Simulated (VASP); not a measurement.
OSZICAR of a VASP run on Ni3Fe (L1_2):

File OSZICAR:
```
       N       E                     dE             d eps       ncg     rms          rms(c)
DAV:   1     0.234990012316E+03    0.23499E+03   -0.16554E+04  7740   0.204E+03
DAV:   2    -0.188700470886E+02   -0.25386E+03   -0.24521E+03  7542   0.367E+02
DAV:   3    -0.323111276967E+02   -0.13441E+02   -0.12746E+02  7718   0.118E+02
DAV:   4    -0.325071259810E+02   -0.19600E+00   -0.19499E+00  7975   0.147E+01
DAV:   5    -0.325126885298E+02   -0.55625E-02   -0.55620E-02 10617   0.205E+00    0.232E+01
DAV:   6    -0.286585823906E+02    0.38541E+01   -0.44036E+01  7682   0.101E+02    0.147E+01
DAV:   7    -0.300354925135E+02   -0.13769E+01   -0.12848E+01  8667   0.901E+01    0.215E+01
DAV:   8    -0.276415234610E+02    0.23940E+01   -0.98900E+00  8684   0.532E+01    0.455E+00
DAV:   9    -0.276702362212E+02   -0.28713E-01   -0.49306E-01  8922   0.108E+01    0.310E+00
DAV:  10    -0.276742615959E+02   -0.40254E-02   -0.21294E-01  8697   0.155E+01    0.288E+00
DAV:  11    -0.276335988575E+02    0.40663E-01   -0.10951E-01  9573   0.105E+01    0.111E+00
DAV:  12    -0.276323852845E+02    0.12136E-02   -0.14055E-02 10235   0.152E+00    0.679E-01
DAV:  13    -0.276327002213E+02   -0.31494E-03   -0.20023E-03  9834   0.103E+00    0.202E-01
DAV:  14    -0.276327258846E+02   -0.25663E-04   -0.47899E-04  9356   0.330E-01    0.892E-02
DAV:  15    -0.276327235823E+02    0.23023E-05   -0.69495E-05  9543   0.179E-01    0.453E-02
DAV:  16    -0.276327231225E+02    0.45971E-06   -0.21837E-05  9786   0.107E-01    0.110E-02
DAV:  17    -0.276327234954E+02   -0.37284E-06   -0.40342E-06 11007   0.359E-02    0.109E-02
DAV:  18    -0.276327231817E+02    0.31368E-06   -0.99418E-07  8770   0.242E-02    0.166E-03
DAV:  19    -0.276327232726E+02   -0.90846E-07   -0.11389E-07  4362   0.471E-03
   1 F= -.27632723E+02 E0= -.27632606E+02  d E =-.276327E+02  mag=     4.6027
```

Q: Which electronic solver shows in the log?

A: It is blocked Davidson (ALGO = Normal, or the opening steps of other solvers). The INCAR had ALGO = Normal.

Q: How was spin treated?

A: Collinear spin (ISPIN = 2): the summary line carries one mag value, 4.60 μB in the cell.

Q: Can the final energy be trusted as converged?

A: Self-consistency was reached. It stopped with EDIFF = 1E-7, NELM = 100, NSW = 30 and EDIFFG = -0.01 after 1 ionic step (PBEsol GGA, plane waves, VASP's PBE PAW potentials (set 64)).

The compound is Ni3Fe in the L1_2 structure. This cell was strained or had an atom moved on purpose.
